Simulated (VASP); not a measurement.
Method: PBE GGA, VASP's PBE PAW potentials (set 64) (plane waves; VASP 6.6.1).

VASP ran on this input.

**INCAR**
```
LREAL = Auto   ! projection in real space or not
LASPH = .TRUE.   ! aspherical one-centre terms
EDIFF = 1E-5   ! SCF stop (eV)
SIGMA = 0.05
LCHARG = .FALSE.
IBRION = 2   ! conjugate gradients
ISMEAR = 0
MAGMOM = 63*0.0476
NSW = 60
GGA = PE
ALGO = Fast
ISYM = 0
NELM = 100   ! most electronic steps
ISPIN = 2
NUPDOWN = 3
PREC = Normal
EDIFFG = -0.03   ! ionic stop
ISIF = 2   ! forces and stress, cell fixed
LORBIT = 10
SYSTEM = B31N32
ENCUT = 400
LWAVE = .TRUE.
NELMIN = 4
```

POSCAR:
```
B31N32
1.0
  7.2488848260   0.0000000000   0.0000000000
  0.0000000000   7.2488848260   0.0000000000
  0.0000000000   0.0000000000   7.2488848260
B N
31 32
Direct
  0.5000000000   0.0000000000   0.0000000000
  0.7500000000   0.2500000000   0.0000000000
  0.7500000000   0.0000000000   0.2500000000
  0.0000000000   0.0000000000   0.0000000000
  0.2500000000   0.2500000000   0.0000000000
  0.5000000000   0.5000000000   0.0000000000
  0.7500000000   0.7500000000   0.0000000000
  0.2500000000   0.0000000000   0.2500000000
  0.5027990000   0.2568010000   0.2518910000
  0.7431490000   0.4940840000   0.2509450000
  0.5000000000   0.0000000000   0.5000000000
  0.7441190000   0.2469870000   0.4942700000
  0.7500000000   0.0000000000   0.7500000000
  0.0000000000   0.5000000000   0.0000000000
  0.2500000000   0.7500000000   0.0000000000
  0.0000000000   0.2500000000   0.2500000000
  0.2494390000   0.5006050000   0.2510590000
  0.5020570000   0.7566080000   0.2529940000
  0.0000000000   0.0000000000   0.5000000000
  0.2433970000   0.2446250000   0.4964780000
  0.7539510000   0.7458770000   0.4992010000
  0.2500000000   0.0000000000   0.7500000000
  0.4990230000   0.2521100000   0.7493740000
  0.7498040000   0.4956120000   0.7454940000
  0.0000000000   0.7500000000   0.2500000000
  0.0000000000   0.5000000000   0.5000000000
  0.2433220000   0.7557970000   0.4964760000
  0.0000000000   0.2500000000   0.7500000000
  0.2499470000   0.4936110000   0.7434810000
  0.5057240000   0.7504860000   0.7502920000
  0.0000000000   0.7500000000   0.7500000000
  0.6250000000   0.1250000000   0.1250000000
  0.8750000000   0.3750000000   0.1250000000
  0.8750000000   0.1250000000   0.3750000000
  0.1250000000   0.1250000000   0.1250000000
  0.3787780000   0.3756750000   0.1202730000
  0.6279950000   0.6183040000   0.1251820000
  0.8750000000   0.8750000000   0.1250000000
  0.3797080000   0.1264600000   0.3743830000
  0.6183380000   0.3700150000   0.3770100000
  0.8773430000   0.6298060000   0.3716110000
  0.6318420000   0.1194690000   0.6291040000
  0.8806610000   0.3780770000   0.6289370000
  0.8750000000   0.1250000000   0.8750000000
  0.1250000000   0.6250000000   0.1250000000
  0.3750000000   0.8750000000   0.1250000000
  0.1259300000   0.3751480000   0.3750930000
  0.3685730000   0.6208280000   0.3717210000
  0.6276320000   0.8746890000   0.3769150000
  0.1250000000   0.1250000000   0.6250000000
  0.3799040000   0.3682310000   0.6198080000
  0.6221070000   0.6255510000   0.6196640000
  0.8750000000   0.8750000000   0.6250000000
  0.3750000000   0.1250000000   0.8750000000
  0.6305630000   0.3752700000   0.8810440000
  0.8750000000   0.6250000000   0.8750000000
  0.1250000000   0.8750000000   0.3750000000
  0.1243460000   0.6199750000   0.6187610000
  0.3711040000   0.8732700000   0.6240880000
  0.1250000000   0.3750000000   0.8750000000
  0.3687540000   0.6221390000   0.8687360000
  0.6250000000   0.8750000000   0.8750000000
  0.1250000000   0.8750000000   0.8750000000
```

**KPOINTS**
```
Automatic mesh
0
Gamma
1 1 1
0 0 0
```

POTCAR, in this order: B N (PBE.64 set). Program: vasp_gam.

Output

OSZICAR:
```
...
RMM:   7    -0.541809861949E+03    0.87144E-04   -0.20889E-03   640   0.944E-02    0.767E-02
RMM:   8    -0.541809882911E+03   -0.20962E-04   -0.46601E-04   650   0.485E-02    0.415E-02
RMM:   9    -0.541809883338E+03   -0.42784E-06   -0.10854E-04   603   0.224E-02    0.153E-02
RMM:  10    -0.541809884547E+03   -0.12084E-05   -0.19160E-05   414   0.103E-02
   3 F= -.54180988E+03 E0= -.54180988E+03  d E =-.195877E+01  mag=     3.0000
       N       E                     dE             d eps       ncg     rms          rms(c)
DAV:   1    -0.541882498344E+03   -0.72615E-01   -0.11784E+02   664   0.287E+01    0.241E+00
RMM:   2    -0.542007102614E+03   -0.12460E+00   -0.17656E+00   636   0.364E+00    0.124E+00
RMM:   3    -0.542024079185E+03   -0.16977E-01   -0.22668E-01   636   0.130E+00    0.764E-01
RMM:   4    -0.542022717644E+03    0.13615E-02   -0.60948E-02   637   0.574E-01    0.372E-01
RMM:   5    -0.542023991725E+03   -0.12741E-02   -0.10472E-02   646   0.238E-01    0.191E-01
RMM:   6    -0.542024166337E+03   -0.17461E-03   -0.17209E-03   644   0.989E-02    0.890E-02
RMM:   7    -0.542024200012E+03   -0.33675E-04   -0.48472E-04   648   0.470E-02    0.353E-02
RMM:   8    -0.542024213649E+03   -0.13637E-04   -0.10903E-04   562   0.212E-02    0.156E-02
RMM:   9    -0.542024215371E+03   -0.17225E-05   -0.19573E-05   406   0.962E-03
   4 F= -.54202422E+03 E0= -.54202422E+03  d E =-.214331E+00  mag=     3.0000
       N       E                     dE             d eps       ncg     rms          rms(c)
DAV:   1    -0.542061124812E+03   -0.36911E-01   -0.10905E+01   736   0.874E+00    0.754E-01
RMM:   2    -0.542072307773E+03   -0.11183E-01   -0.16417E-01   636   0.111E+00    0.384E-01
RMM:   3    -0.542074140566E+03   -0.18328E-02   -0.21749E-02   636   0.403E-01    0.254E-01
RMM:   4    -0.542074036524E+03    0.10404E-03   -0.53172E-03   640   0.168E-01    0.143E-01
RMM:   5    -0.542074105793E+03   -0.69269E-04   -0.94315E-04   643   0.733E-02    0.700E-02
RMM:   6    -0.542074127534E+03   -0.21741E-04   -0.19634E-04   628   0.322E-02    0.302E-02
RMM:   7    -0.542074130487E+03   -0.29526E-05   -0.57450E-05   478   0.154E-02
   5 F= -.54207413E+03 E0= -.54207413E+03  d E =-.264246E+00  mag=     3.0000
       N       E                     dE             d eps       ncg     rms          rms(c)
DAV:   1    -0.542106134790E+03   -0.32007E-01   -0.25430E+01   672   0.134E+01    0.112E+00
RMM:   2    -0.542134381070E+03   -0.28246E-01   -0.38417E-01   636   0.169E+00    0.583E-01
RMM:   3    -0.542139033690E+03   -0.46526E-02   -0.49306E-02   636   0.611E-01    0.359E-01
RMM:   4    -0.542139057304E+03   -0.23614E-04   -0.13281E-02   641   0.261E-01    0.169E-01
RMM:   5    -0.542139335409E+03   -0.27810E-03   -0.19821E-03   646   0.108E-01    0.817E-02
RMM:   6    -0.542139373691E+03   -0.38282E-04   -0.41680E-04   659   0.446E-02    0.389E-02
RMM:   7    -0.542139380603E+03   -0.69119E-05   -0.94876E-05   608   0.222E-02
   6 F= -.54213938E+03 E0= -.54213938E+03  d E =-.652501E-01  mag=     3.0000
       N       E                     dE             d eps       ncg     rms          rms(c)
DAV:   1    -0.542143720294E+03   -0.43466E-02   -0.13120E+00   720   0.303E+00    0.265E-01
RMM:   2    -0.542145195894E+03   -0.14756E-02   -0.20262E-02   636   0.388E-01    0.134E-01
RMM:   3    -0.542145437299E+03   -0.24140E-03   -0.25906E-03   636   0.140E-01    0.867E-02
RMM:   4    -0.542145432840E+03    0.44594E-05   -0.63631E-04   642   0.574E-02    0.473E-02
RMM:   5    -0.542145441585E+03   -0.87449E-05   -0.10274E-04   607   0.252E-02    0.216E-02
RMM:   6    -0.542145443978E+03   -0.23937E-05   -0.23067E-05   416   0.107E-02
   7 F= -.54214544E+03 E0= -.54214544E+03  d E =-.713135E-01  mag=     3.0000
       N       E                     dE             d eps       ncg     rms          rms(c)
DAV:   1    -0.542154255040E+03   -0.88135E-02   -0.52693E+00   650   0.638E+00    0.517E-01
RMM:   2    -0.542160382987E+03   -0.61279E-02   -0.87796E-02   636   0.828E-01    0.262E-01
RMM:   3    -0.542160849006E+03   -0.46602E-03   -0.11492E-02   637   0.295E-01    0.157E-01
RMM:   4    -0.542160874582E+03   -0.25576E-04   -0.29276E-03   642   0.128E-01    0.829E-02
RMM:   5    -0.542160959744E+03   -0.85162E-04   -0.46892E-04   651   0.553E-02    0.419E-02
RMM:   6    -0.542160967469E+03   -0.77248E-05   -0.10030E-04   564   0.227E-02    0.185E-02
RMM:   7    -0.542160969192E+03   -0.17231E-05   -0.18246E-05   402   0.102E-02
   8 F= -.54216097E+03 E0= -.54216097E+03  d E =-.155252E-01  mag=     3.0000
       N       E                     dE             d eps       ncg     rms          rms(c)
DAV:   1    -0.542161960683E+03   -0.99321E-03   -0.25124E-01   736   0.139E+00    0.115E-01
RMM:   2    -0.542162250657E+03   -0.28997E-03   -0.42040E-03   636   0.181E-01    0.575E-02
RMM:   3    -0.542162271717E+03   -0.21061E-04   -0.54651E-04   637   0.644E-02    0.352E-02
RMM:   4    -0.542162271808E+03   -0.90384E-07   -0.13496E-04   628   0.274E-02    0.194E-02
RMM:   5    -0.542162275552E+03   -0.37441E-05   -0.22263E-05   419   0.120E-02
   9 F= -.54216228E+03 E0= -.54216228E+03  d E =-.168316E-01  mag=     3.0000
       N       E                     dE             d eps       ncg     rms          rms(c)
DAV:   1    -0.542163780061E+03   -0.15083E-02   -0.99057E-01   680   0.285E+00    0.209E-01
RMM:   2    -0.542164776215E+03   -0.99615E-03   -0.16908E-02   636   0.364E-01    0.109E-01
RMM:   3    -0.542164810038E+03   -0.33823E-04   -0.24278E-03   638   0.131E-01    0.663E-02
RMM:   4    -0.542164805100E+03    0.49382E-05   -0.51991E-04   644   0.551E-02    0.380E-02
RMM:   5    -0.542164824007E+03   -0.18906E-04   -0.87417E-05   557   0.251E-02    0.168E-02
RMM:   6    -0.542164825466E+03   -0.14595E-05   -0.19823E-05   414   0.995E-03
  10 F= -.54216483E+03 E0= -.54216483E+03  d E =-.254991E-02  mag=     3.0000
       N       E                     dE             d eps       ncg     rms          rms(c)
DAV:   1    -0.542165224610E+03   -0.40060E-03   -0.81006E-02   696   0.816E-01    0.596E-02
RMM:   2    -0.542165303546E+03   -0.78936E-04   -0.13760E-03   636   0.104E-01    0.313E-02
RMM:   3    -0.542165305384E+03   -0.18383E-05   -0.19679E-04   638   0.374E-02    0.191E-02
RMM:   4    -0.542165304652E+03    0.73205E-06   -0.42549E-05   478   0.159E-02
  11 F= -.54216530E+03 E0= -.54216530E+03  d E =-.302910E-02  mag=     3.0000
       N       E                     dE             d eps       ncg     rms          rms(c)
DAV:   1    -0.542165871827E+03   -0.56644E-03   -0.15411E-01   696   0.112E+00    0.805E-02
RMM:   2    -0.542166042143E+03   -0.17032E-03   -0.24851E-03   636   0.140E-01    0.418E-02
RMM:   3    -0.542166050093E+03   -0.79493E-05   -0.34719E-04   640   0.500E-02    0.246E-02
RMM:   4    -0.542166049520E+03    0.57280E-06   -0.79504E-05   584   0.216E-02
  12 F= -.54216605E+03 E0= -.54216605E+03  d E =-.744868E-03  mag=     3.0000
       N       E                     dE             d eps       ncg     rms          rms(c)
DAV:   1    -0.542166052463E+03   -0.23703E-05   -0.19510E-05   544   0.121E-02    0.590E-03
RMM:   2    -0.542166052535E+03   -0.71999E-07   -0.16401E-06   368   0.370E-03    0.348E-03
RMM:   3    -0.542166052541E+03   -0.60281E-08   -0.19514E-07   166   0.164E-03    0.212E-03
RMM:   4    -0.542166052571E+03   -0.30575E-07   -0.18445E-07   150   0.165E-03
  13 F= -.54216605E+03 E0= -.54216605E+03  d E =-.747920E-03  mag=     3.0000
       N       E                     dE             d eps       ncg     rms          rms(c)
DAV:   1    -0.542166208580E+03   -0.15604E-03   -0.46716E-02   696   0.613E-01    0.431E-02
RMM:   2    -0.542166255244E+03   -0.46664E-04   -0.70314E-04   636   0.741E-02    0.227E-02
RMM:   3    -0.542166259227E+03   -0.39824E-05   -0.11195E-04   617   0.274E-02    0.138E-02
RMM:   4    -0.542166259616E+03   -0.38952E-06   -0.22634E-05   410   0.117E-02
  14 F= -.54216626E+03 E0= -.54216626E+03  d E =-.207045E-03  mag=     3.0000
```

OUTCAR:
```
------------------------ aborting loop because EDIFF is reached ----------------------------------------
  FORCE on cell =-STRESS in cart. coord.  units (eV):
  Direction    XX          YY          ZZ          XY          YZ          ZX
  --------------------------------------------------------------------------------------
  Total       -8.5288999     -8.5427192     -8.5506264     -0.0098082     -0.0807387      0.0342192
  in kB      -35.8748422    -35.9329699    -35.9662299     -0.0412558     -0.3396086      0.1439353
  external PRESSURE =     -35.9246806 kB  Pullay stress =       0.0000000 kB
  volume of cell :      380.90
      direct lattice vectors                 reciprocal lattice vectors
     7.248884826  0.000000000  0.000000000     0.137952254  0.000000000  0.000000000
     0.000000000  7.248884826  0.000000000     0.000000000  0.137952254  0.000000000
     0.000000000  0.000000000  7.248884826     0.000000000  0.000000000  0.137952254
  FREE ENERGIE OF THE ION-ELECTRON SYSTEM (eV)
  ---------------------------------------------------
  free  energy   TOTEN  =      -542.1662596160 eV

  energy  without entropy=     -542.1662596160  energy(sigma->0) =     -542.16625962

 total charge

# of ion       s       p       d       tot
------------------------------------------
    1        0.680   1.369   0.000   2.049
    2        0.673   1.357   0.000   2.031
    3        0.673   1.357   0.000   2.031
    4        0.672   1.355   0.000   2.028
    5        0.673   1.358   0.000   2.031
    6        0.672   1.355   0.000   2.027
    7        0.673   1.357   0.000   2.031
    8        0.673   1.358   0.000   2.031
    9        0.677   1.368   0.000   2.044
   10        0.677   1.368   0.000   2.044
   11        0.672   1.355   0.000   2.027
   12        0.677   1.368   0.000   2.045
   13        0.673   1.357   0.000   2.031
   14        0.680   1.369   0.000   2.049
   15        0.673   1.357   0.000   2.031
   16        0.673   1.358   0.000   2.031
   17        0.677   1.368   0.000   2.045
   18        0.677   1.368   0.000   2.045
   19        0.680   1.369   0.000   2.049
   20        0.677   1.368   0.000   2.045
   21        0.677   1.368   0.000   2.045
   22        0.673   1.358   0.000   2.031
   23        0.677   1.368   0.000   2.045
   24        0.677   1.368   0.000   2.045
   25        0.673   1.357   0.000   2.031
   26        0.672   1.355   0.000   2.027
   27        0.677   1.368   0.000   2.045
   28        0.673   1.357   0.000   2.031
   29        0.677   1.368   0.000   2.044
   30        0.677   1.368   0.000   2.044
   31        0.673   1.357   0.000   2.031
   32        1.227   2.696   0.000   3.923
   33        1.227   2.696   0.000   3.923
   34        1.227   2.696   0.000   3.923
   35        1.224   2.713   0.000   3.937
   36        1.222   2.713   0.000   3.935
   37        1.222   2.713   0.000   3.935
   38        1.224   2.713   0.000   3.937
   39        1.222   2.713   0.000   3.935
   40        1.250   2.605   0.000   3.855
   41        1.222   2.713   0.000   3.935
   42        1.222   2.713   0.000   3.935
   43        1.222   2.713   0.000   3.935
   44        1.224   2.713   0.000   3.937
   45        1.227   2.696   0.000   3.923
   46        1.227   2.696   0.000   3.923
   47        1.222   2.713   0.000   3.935
   48        1.250   2.605   0.000   3.855
   49        1.222   2.713   0.000   3.935
   50        1.227   2.696   0.000   3.923
   51        1.250   2.605   0.000   3.855
   52        1.250   2.605   0.000   3.855
   53        1.227   2.696   0.000   3.923
   54        1.227   2.696   0.000   3.923
   55        1.222   2.713   0.000   3.935
   56        1.227   2.696   0.000   3.923
   57        1.227   2.696   0.000   3.923
   58        1.222   2.713   0.000   3.935
   59        1.222   2.713   0.000   3.935
   60        1.227   2.696   0.000   3.923
   61        1.222   2.713   0.000   3.935
   62        1.227   2.696   0.000   3.923
   63        1.224   2.713   0.000   3.938
--------------------------------------------------
tot         60.213 128.418   0.000 188.631

 magnetization (x)

# of ion       s       p       d       tot
------------------------------------------
    1       -0.001   0.012   0.000   0.011
    2       -0.001  -0.003   0.000  -0.003
    3       -0.001  -0.003   0.000  -0.003
    4       -0.000  -0.001   0.000  -0.001
    5       -0.001  -0.003   0.000  -0.003
    6       -0.000  -0.001   0.000  -0.002
    7       -0.001  -0.003   0.000  -0.003
    8       -0.001  -0.003   0.000  -0.003
    9       -0.003  -0.006   0.000  -0.009
   10       -0.003  -0.006   0.000  -0.009
   11       -0.000  -0.001   0.000  -0.002
   12       -0.003  -0.006   0.000  -0.009
   13       -0.001  -0.003   0.000  -0.003
   14       -0.001   0.012   0.000   0.011
   15       -0.001  -0.003   0.000  -0.003
   16       -0.001  -0.003   0.000  -0.003
   17       -0.003  -0.006   0.000  -0.009
   18       -0.003  -0.006   0.000  -0.009
...
```
(Selected blocks of OUTCAR.)

**CONTCAR**
```
B31N32
   1.00000000000000
     7.2488848260000003    0.0000000000000000    0.0000000000000000
     0.0000000000000000    7.2488848260000003    0.0000000000000000
     0.0000000000000000    0.0000000000000000    7.2488848260000003
  B               N
    31    32
Direct
     0.5000247188571593    0.9994879922486881    0.9994301046002677
     0.7500791623814573    0.2494243303365106    0.9990969120041380
     0.7500341162711517    0.9991044212427103    0.2494446704156069
     0.9999953900280846    0.9994414698242595    0.9994132125237480
     0.2499661192721958    0.2494074860728517    0.9998570342480507
     0.5000347019228932    0.4994659581683376    0.9994415583547406
     0.7500356220994193    0.7494637706204943    0.9998793038812492
     0.2499185566836973    0.9999151540701183    0.2493227558734435
     0.4995854565691007    0.2509483645008923    0.2509067094049462
     0.7485073794884399    0.4998268702164707    0.2509227866643837
     0.5000173439314832    0.9994535344902516    0.4994479841778031
     0.7485264657221874    0.2508856126731222    0.4998849578762296
     0.7500702478469291    0.9998298223224816    0.7494791352738197
     0.0000033205822073    0.4994666978548996    0.9994256354427220
     0.2499685322596046    0.7495041971241617    0.9989610330779746
     0.0003922838159386    0.2494555618485969    0.2494130726175132
     0.2513820472692940    0.4991130285154914    0.2508019569489773
     0.5003683226489209    0.7480766899266663    0.2508353506060995
     0.9999730893668766    0.9994724349043469    0.4994238176910073
     0.2514395223706096    0.2508763237153559    0.4989983838902037
     0.7485926996854358    0.7480026672189866    0.4990434394274863
     0.2499999809302064    0.9990330644904236    0.7494730022188224
     0.5004156916050948    0.2508565199629555    0.7480273892460459
     0.7486029913435867    0.4990508652883265    0.7480290548714811
     0.9995636847625134    0.7495404339346823    0.2493592787321930
     0.0000109739159702    0.4994723463609462    0.4994485136589595
     0.2513941081427536    0.7480642194190308    0.4997552115299271
     0.9996475588139940    0.2494167269964925    0.7495277710924299
     0.2515248076665438    0.4997834373147224    0.7479240506855630
     0.4996349682803517    0.7479799751282802    0.7479671821307755
     0.0004457353680894    0.7494760153247160    0.7494745799036749
     0.6258670301014700    0.1232287777606399    0.1232268904914878
     0.8762715264689548    0.3735888875169222    0.1232191149813953
     0.8762669711745759    0.1232407269757502    0.3735969756768672
     0.1249448286060719    0.1244488044255430    0.1244061566852045
     0.3750933281239411    0.3745977365067592    0.1246249739851562
     0.6248696563802189    0.6243477704935114    0.1246658005478709
     0.8750145106190670    0.8745298435231418    0.1244069993180841
     0.3750941565671079    0.1246412858870374    0.3745276879003338
     0.6365232875862777    0.3629055474536239    0.3629934275196993
     0.8748089188482718    0.6243376317846455    0.3745516173018202
     0.6249129820988255    0.1246107454596229    0.6243778207326642
     0.8748352711753661    0.3745686017531198    0.6243433876884859
     0.8750733487305643    0.1244157605242027    0.8745010084614565
     0.1236878931778151    0.6253741512503569    0.1230971676870129
     0.3740969348484392    0.8757737224475892    0.1230901510994882
     0.1251996889949659    0.3745972580758052    0.3745474131468859
     0.3632966570216798    0.6361819580308253    0.3626935502281786
     0.6248844453951874    0.8742702049077137    0.3745612751007056
     0.1237466413270794    0.1231789044592514    0.6253052869106526
     0.3634920681549003    0.3627703779054874    0.6359759722176943
     0.6366487595097289    0.6360065110399853    0.6360236504908532
     0.8762987338726480    0.8756976339746623    0.6253024073507011
     0.3741376131692519    0.1231662413695585    0.8757128380310160
     0.6249313696529878    0.3745570390335226    0.8742676114382537
     0.8762796919952310    0.6253249006250948    0.8756997581581315
     0.1236924150144284    0.8758073756388922    0.3735179221955253
     0.1252307373779933    0.6243203219042746    0.6242927942480554
     0.3751282702632944    0.8742279207241708    0.6242850110118562
     0.1237810437437793    0.3735810565314595    0.8757060842959506
     0.3751706139771979    0.6243069744976135    0.8741691267494955
     0.6258867615382693    0.8757099686973302    0.8757361298440062
     0.1249872445822340    0.8744993667056370    0.8744431394347399
```

At this cut-off the stress carries a Pulay error, which pulls relaxed volumes low. The supercell is sampled at Γ alone, which is coarse: total energies, pressure and levels can be off, energies of defects by several tenths of an eV.

The cell is a supercell with a defect, built from BN (zinc blende): vac_B.
